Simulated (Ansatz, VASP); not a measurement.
# Ta8O (Ta(110)-c(2x2)-O, hollow site) in two plane-wave programs, part 2 of 2

One calculation is typed for both programs; each brings its own data sets. How far apart do they land? Of the first pair: The cell is taken from a series of runs on this material, whose earlier steps may have relaxed, scaled, displaced or heated it; both programs get it as it stands.

VASP 6.6.1 and Ansatz 0.2.0.

So far: Starting point; Ansatz: single point, PBE; VASP: single point, PBE; Side by side.

## Step 5: Ansatz: relaxation, LDA

Level of this step: Ansatz beside VASP: Kohn-Sham DFT, plane waves, LDA (Ansatz).

The two programs are compared at the cell with which this relaxation starts, whose forces are those of its first step.

The structure compared here is the start of the Ansatz relaxation; VASP solves that cell, so the two are compared at the walk's first step.

input.yaml

```yaml
crystal:
  lattice:
    - [4.6810468915, 0.0, 0.0]
    - [0.0, 3.31, 0.0]
    - [0.0, 0.0, 25.826932816]
  atoms:
    - { symbol: Ta, position: [0.0, 0.0, 0.3291137999] }
    - { symbol: Ta, position: [0.5, 0.5, 0.3291137999] }
    - { symbol: Ta, position: [0.0, 0.5, 0.4197371605] }
    - { symbol: Ta, position: [0.5, 0.0, 0.4197371605] }
    - { symbol: Ta, position: [0.0, 0.0, 0.5103605211] }
    - { symbol: Ta, position: [0.5, 0.5, 0.5103605211] }
    - { symbol: Ta, position: [0.0, 0.5, 0.6009838817] }
    - { symbol: Ta, position: [0.5, 0.0, 0.6009838817] }
    - { symbol: O, position: [0.84, 0.0, 0.6708862001] }
kpoints:
  mp_grid: { grid: [6, 8, 1] }
hamiltonian:
  xc: lda
scf:
  occupations: { method: fermi_dirac, width: 0.1 }
  convergence: { dr2_threshold: 1.0e-08 }
efield:
  axis: 3
  dipole_correction: true
  ramp_position: 0.97
  ramp_width: 0.06
relax:
  f_tol: 0.015
  max_steps: 90
  constraints: [{ sites: [0, 1, 2, 3] }]
output:
  write_potential: true
  write_density: true
  volumetric_format: npy
```

Launch:

```
$ ansatz run input.yaml --threads 4 --pin off --max-ram 6144MiB --backend cpu --events-out ev --progress --plain --runs-dir out
```

Numbers of over 12 decimals in the logs are rounded to 6 here.

Output:

```text
[...]
Crystal: 9 atoms, lattice volume = 400.169 Å³
Basis set: ecut = 420 eV, 7883 PW (Γ)
Bands: 66, of which v1, the nominal top of the filled ones, is band 55 counted from 1 (54 counted from 0)
Symmetry: 2 space group operations
[...]
k-points: 20 of 48 (time reversal used)
[...]
- { symbol: Ta, position: [0.5, 0.5, 0.329114] }
    - { symbol: Ta, position: [0.0, 0.5, 0.419737] }
    - { symbol: Ta, position: [0.5, 0.0, 0.419737] }
    - { symbol: Ta, position: [-0.00730048, 0.0, 0.506169] }
    - { symbol: Ta, position: [0.490754, 0.5, 0.506711] }
    - { symbol: Ta, position: [-0.045108, 0.5, 0.596967] }
    - { symbol: Ta, position: [0.460005, 0.0, 0.590214] }
    - { symbol: O, position: [0.804392, 0.0, 0.636818] }
[key lines of the parts left out:]
SCF converged after 5 iterations
Free energy (F): -78013.164472 eV
Fermi energy:    3.805169 eV
Dipole field:    D = 0.005368 V/Å  (p = 0.011871 e·Å, saw-weighted, corrected)
Work function:   Φ+ = 4.8957 eV   Φ− = 5.0343 eV
```

## Step 6: VASP: single point, LDA, start cell, pair 2

The same cell, functional (in two slightly different forms), mesh and smearing now go to VASP, with its own data sets.

INCAR

```
SYSTEM = Ta8O
PREC = Accurate
ENCUT = 520
EDIFF = 1E-06
NELM = 120
ISMEAR = -1
SIGMA = 0.1
LREAL = .FALSE.
ALGO = Normal
GGA = PW92
NBANDS = 58
LASPH = .TRUE.
LORBIT = 11
LWAVE = .FALSE.
LCHARG = .FALSE.
ISIF = 2
LDIPOL = .TRUE.
IDIPOL = 3
DIPOL = 0.5 0.5 0.488
LVHAR = .TRUE.
GGA_COMPAT = .FALSE.
NELMDL = -8
KPAR = 2
```

POSCAR

```
Ta8O
1.0
    4.6810468915      0.0000000000      0.0000000000
    0.0000000000      3.3100000000      0.0000000000
    0.0000000000      0.0000000000     25.8269328160
Ta O
8 1
Direct
    0.0000000000      0.0000000000      0.3291137999
    0.4999999048      0.5000000000      0.3291137999
    0.0000000000      0.5000000000      0.4197371433
    0.4999999048      0.0000000000      0.4197371433
    0.0000000000      0.0000000000      0.5103605253
    0.4999999048      0.5000000000      0.5103605253
    0.0000000000      0.5000000000      0.6009838687
    0.4999999048      0.0000000000      0.6009838687
    0.8399999169      0.0000000000      0.6708862072
```

KPOINTS

```
Automatic mesh
0
Gamma
6 8 1
0 0 0
```

The projector-augmented-wave data sets are Ta_pv and O (LDA family, release 64).

Launch:

```
$ mpirun -np 2 vasp_std
```

Output:

```text
[banner, memory and clock lines left out]
running    2 mpi-ranks, on    1 nodes
[...]
|                                                                             |
|               ----> ADVICE to this user running VASP <----                  |
|                                                                             |
|     You enforced a specific xc type in the INCAR file but a different       |
|     [... a line on the potential file left out ...]
|     I HOPE YOU KNOW WHAT YOU ARE DOING!                                     |
|                                                                             |

 LDA part: xc-table for (Slater(with rela. corr.)+PW92), standard interpolation
 POSCAR, INCAR and KPOINTS ok, starting setup
[...]
entering main loop
       N       E                     dE             d eps       ncg     rms          rms(c)
DAV:   1     0.827760782430E+03    0.82776E+03   -0.52232E+04  2912   0.143E+03
DAV:   2    -0.645958098836E+02   -0.89236E+03   -0.87314E+03  2718   0.387E+02
DAV:   3    -0.111978716636E+03   -0.47383E+02   -0.45365E+02  2940   0.759E+01
DAV:   4    -0.114207281971E+03   -0.22286E+01   -0.21845E+01  2992   0.145E+01
[...]
DAV:  36    -0.105163464039E+03   -0.28729E-05   -0.31882E-07  1632   0.308E-03    0.712E-04
DAV:  37    -0.105163465573E+03   -0.15344E-05   -0.14780E-07  1552   0.111E-03    0.737E-04
DAV:  38    -0.105163466481E+03   -0.90776E-06   -0.70052E-08  1418   0.105E-03
   1 F= -.10516347E+03 E0= -.10499747E+03  d E =-.331999E+00
```

From OUTCAR (step 6):

```text
  Total      -17.8542373    -18.1719682    -21.1088512      0.0000000      0.0000000     -1.1319300
  in kB      -71.4838716    -72.7559862    -84.5145266      0.0000000      0.0000000     -4.5319626
  external PRESSURE =     -76.2514615 kB  Pullay stress =       0.0000000 kB

 POSITION                                       TOTAL-FORCE (eV/Angst)
 -----------------------------------------------------------------------------------
      0.00000      0.00000      8.50000        -0.023525      0.000000      0.931415
      2.34052      1.65500      8.50000         0.028338      0.000000      0.961574
      0.00000      1.65500     10.84052         0.066053      0.000000     -0.395615
      2.34052      0.00000     10.84052        -0.036658      0.000000     -0.278392
      0.00000      0.00000     13.18105         0.073413      0.000000      0.207616
      2.34052      1.65500     13.18105        -0.011090      0.000000      0.001935
      0.00000      1.65500     15.52157        -0.987234      0.000000      2.933283
      2.34052      0.00000     15.52157         1.341851      0.000000      1.413462
      3.93208      0.00000     17.32693        -0.451148      0.000000     -5.775278
 -----------------------------------------------------------------------------------
    total drift:                                0.000048     -0.000000     -0.000397

  FREE ENERGIE OF THE ION-ELECTRON SYSTEM (eV)
  ---------------------------------------------------
  free  energy   TOTEN  =      -105.1634664810 eV

  energy  without entropy=     -104.8314672486  energy(sigma->0) =     -104.99746686

[... 1 part as in an earlier step ...]

[... 2 further parts left out ...]
[key lines of the parts left out:]
E-fermi :  -1.7137
```

## Step 7: Comparison

What differs besides the data sets and the points named for the pairs above, as far as they apply: the data sets hold 110 valence electrons in Ansatz (on its default PAW (the set named soft_2) files) and 94 in VASP; VASP's log shows a relativistic correction to its local exchange, Ansatz's none. Total energies have different zeros and are not compared.

Forces (eV/Å; atoms numbered as in POSCAR):

```
atom         Ansatz x, y, z           VASP x, y, z
 Ta1   -0.023, 0.000, 0.956   -0.024, 0.000, 0.931
 Ta2    0.027, 0.000, 0.986    0.028, 0.000, 0.962
 Ta3   0.064, 0.000, -0.389   0.066, 0.000, -0.396
 Ta4  -0.035, 0.000, -0.272  -0.037, 0.000, -0.278
 Ta5    0.075, 0.000, 0.204    0.073, 0.000, 0.208
 Ta6  -0.009, 0.000, -0.007   -0.011, 0.000, 0.002
 Ta7   -0.994, 0.000, 2.930   -0.987, 0.000, 2.933
 Ta8    1.358, 0.000, 1.406    1.342, 0.000, 1.413
  O9  -0.464, 0.000, -5.815  -0.451, 0.000, -5.775
```

The forces differ by 11 meV/Å r.m.s., which is 0.8 % of the r.m.s. force of 1.347 eV/Å (both taken over all components). With vacuum in the cell, a pressure given here is an average over mostly empty space and none of the material.

## Step 8: Ansatz: relaxation, LDA

This run makes the geometry at which the two programs are then compared.

The structure compared here is the end of the Ansatz relaxation.

input.yaml is that of step 5.

Launch:

```
$ ansatz run input.yaml --threads 4 --pin off --max-ram 6144MiB --backend cpu --events-out ev --progress --plain --runs-dir out
```

Output:

```text
[...]
Crystal: 9 atoms, lattice volume = 400.169 Å³
Basis set: ecut = 420 eV, 7883 PW (Γ)
Bands: 66, of which v1, the nominal top of the filled ones, is band 55 counted from 1 (54 counted from 0)
Symmetry: 2 space group operations
[...]
k-points: 20 of 48 (time reversal used)
[...]
- { symbol: Ta, position: [0.5, 0.5, 0.329114] }
    - { symbol: Ta, position: [0.0, 0.5, 0.419737] }
    - { symbol: Ta, position: [0.5, 0.0, 0.419737] }
    - { symbol: Ta, position: [-0.00730048, 0.0, 0.506169] }
    - { symbol: Ta, position: [0.490754, 0.5, 0.506711] }
    - { symbol: Ta, position: [-0.045108, 0.5, 0.596967] }
    - { symbol: Ta, position: [0.460005, 0.0, 0.590214] }
    - { symbol: O, position: [0.804392, 0.0, 0.636818] }
[key lines of the parts left out:]
SCF converged after 5 iterations
Free energy (F): -78013.164472 eV
Fermi energy:    3.805169 eV
Dipole field:    D = 0.005368 V/Å  (p = 0.011871 e·Å, saw-weighted, corrected)
Work function:   Φ+ = 4.8957 eV   Φ− = 5.0343 eV
```

## Step 9: VASP: single point, LDA, relaxed cell, pair 3

The same cell, functional (in two slightly different forms), mesh and smearing now go to VASP, with its own data sets.

Edit INCAR of step 6 so:

```diff
@@ -18,3 +18,3 @@
 IDIPOL = 3
-DIPOL = 0.5 0.5 0.488
+DIPOL = 0.5 0.5 0.482
 LVHAR = .TRUE.
```

POSCAR

```
Ta8O
1.0
    4.6810468915      0.0000000000      0.0000000000
    0.0000000000      3.3100000000      0.0000000000
    0.0000000000      0.0000000000     25.8269328160
Ta O
8 1
Direct
    0.0000000000      0.0000000000      0.3291137999
    0.5000000000      0.5000000000      0.3291137999
    0.0000000000      0.5000000000      0.4197371605
    0.5000000000      0.0000000000      0.4197371605
    0.9926995200      0.0000000000      0.5061688349
    0.4907536913      0.5000000000      0.5067109719
    0.9548921656      0.5000000000      0.5969669534
    0.4600051726      0.0000000000      0.5902135323
    0.8043921425      0.0000000000      0.6368180380
```

KPOINTS is that of step 6.

Launch:

```
$ mpirun -np 2 vasp_std
```

Output:

```text
[banner, memory and clock lines left out]
running    2 mpi-ranks, on    1 nodes
[...]
[... a notice as in an earlier step ...]

 LDA part: xc-table for (Slater(with rela. corr.)+PW92), standard interpolation
 POSCAR, INCAR and KPOINTS ok, starting setup
[...]
entering main loop
       N       E                     dE             d eps       ncg     rms          rms(c)
DAV:   1     0.843791441499E+03    0.84379E+03   -0.52488E+04  2872   0.143E+03
DAV:   2    -0.669996376742E+02   -0.91079E+03   -0.89079E+03  2710   0.391E+02
DAV:   3    -0.114725584349E+03   -0.47726E+02   -0.45808E+02  2822   0.783E+01
DAV:   4    -0.117064258432E+03   -0.23387E+01   -0.23033E+01  3056   0.152E+01
[...]
DAV:  35    -0.107869562214E+03   -0.55308E-05   -0.48529E-07  1736   0.182E-03    0.332E-04
DAV:  36    -0.107869563666E+03   -0.14513E-05   -0.10927E-07  1520   0.800E-04    0.334E-04
DAV:  37    -0.107869564030E+03   -0.36429E-06   -0.41263E-08  1344   0.448E-04
   1 F= -.10786956E+03 E0= -.10771684E+03  d E =-.305445E+00
```

OUTCAR, selected parts (step 9):

```text
  Total       -8.2650403    -12.3587747     -3.8180718      0.0000000      0.0000000      0.0050940
  in kB      -33.0911407    -49.4814230    -15.2865982      0.0000000      0.0000000      0.0203950
  external PRESSURE =     -32.6197206 kB  Pullay stress =       0.0000000 kB

 POSITION                                       TOTAL-FORCE (eV/Angst)
 -----------------------------------------------------------------------------------
      0.00000      0.00000      8.50000        -0.026076      0.000000      0.917160
      2.34052      1.65500      8.50000         0.055954      0.000000      0.865330
      0.00000      1.65500     10.84052         0.061476      0.000000     -1.008825
      2.34052      0.00000     10.84052        -0.091651      0.000000     -0.843757
      4.64687      0.00000     13.07279        -0.004198      0.000000     -0.001308
      2.29724      1.65500     13.08679        -0.006603      0.000000      0.003131
      4.46990      1.65500     15.41783         0.046639      0.000000     -0.021362
      2.15331      0.00000     15.24341        -0.071999      0.000000     -0.012474
      3.76540      0.00000     16.44706         0.036458      0.000000      0.102105
 -----------------------------------------------------------------------------------
    total drift:                                0.000428      0.000000     -0.000616

  FREE ENERGIE OF THE ION-ELECTRON SYSTEM (eV)
  ---------------------------------------------------
  free  energy   TOTEN  =      -107.8695640300 eV

  energy  without entropy=     -107.5641194734  energy(sigma->0) =     -107.71684175

[... 2 parts as in an earlier step ...]

[... 1 further part left out ...]
[key lines of the parts left out:]
E-fermi :  -0.9006
```

## Step 10: Side by side

What differs besides the data sets and the points named for the pairs above, as far as they apply: the data sets hold 110 valence electrons in Ansatz (on its default PAW (the set named soft_2) files) and 94 in VASP. Total energies have different zeros and are not compared.

Both answers:

```
                                   quantity  Ansatz  VASP  difference
 work function, lower of the two faces (eV)    4.90  4.91       -0.01
work function, higher of the two faces (eV)    5.03  5.03       +0.01
```

Forces (eV/Å; atoms numbered as in POSCAR):

```
atom         Ansatz x, y, z           VASP x, y, z
 Ta1   -0.026, 0.000, 0.939   -0.026, 0.000, 0.917
 Ta2    0.054, 0.000, 0.888    0.056, 0.000, 0.865
 Ta3   0.059, 0.000, -0.995   0.061, 0.000, -1.009
 Ta4  -0.088, 0.000, -0.832  -0.092, 0.000, -0.844
 Ta5    0.000, 0.000, 0.000  -0.004, 0.000, -0.001
 Ta6    0.000, 0.000, 0.000   -0.007, 0.000, 0.003
 Ta7    0.000, 0.000, 0.000   0.047, 0.000, -0.021
 Ta8    0.000, 0.000, 0.000  -0.072, 0.000, -0.012
  O9    0.001, 0.000, 0.000    0.036, 0.000, 0.102
```

The forces differ by 28 meV/Å r.m.s., which is 7.9 % of the r.m.s. force of 0.353 eV/Å (both taken over all components). With vacuum in the cell, a pressure given here is an average over mostly empty space and none of the material.

## Step 11: Further runs

Further runs change the set-up of one program: Ansatz's method, potentials or start, or VASP's data sets, cutoff or form of LDA. The table gives Ansatz less VASP for each quantity, since a change that brings one quantity closer may part another.

```
                                   run  r.m.s. force difference (meV/Å)  work function, lower of the two faces (eV)  work function, higher of the two faces (eV)
                              as above                               28                                      -0.015                                       0.0087
VASP with the data sets Ta_sv_GW and O                               20                                      -0.014                                        0.010
```

## Step 12: Summary of results

```json
{"difference in work function, lower of the two faces (single point, PBE)": "-0.015 eV", "r.m.s. force difference (single point, LDA, start cell, pair 2)": "0.84 % of the r.m.s. force", "r.m.s. force difference (single point, LDA, relaxed cell, pair 3)": "7.9 % of the r.m.s. force"}
```

The r.m.s. force difference is 7.9 % of the r.m.s. force (single point, LDA, relaxed cell, pair 3), beyond the 3 % picked in this series as the mark of a large difference. The data sets hold unlike numbers of valence electrons (110 in Ansatz and 94 in VASP), so part of the differences comes from the potentials. Single point, LDA, relaxed cell, pair 3, VASP with the data sets Ta_sv_GW and O: r.m.s. force difference goes from 28 to 20 meV/Å. 1 further run of this series is not shown here. How closely two codes agree says nothing of how well the functional describes the real material.

[Lines on the potential files, build, host, timing and source positions are cut from VASP's logs without a mark.]

[Logs are printed without paths, hosts, clocks, repeated set-up lines and the standing remarks that a program may print on its own settings, such as how far it seeks lower states.]

[Hosts, paths, dates, database ids (printed as entryN), source tags and the programs' standing remarks are cut or masked in the printed files.]
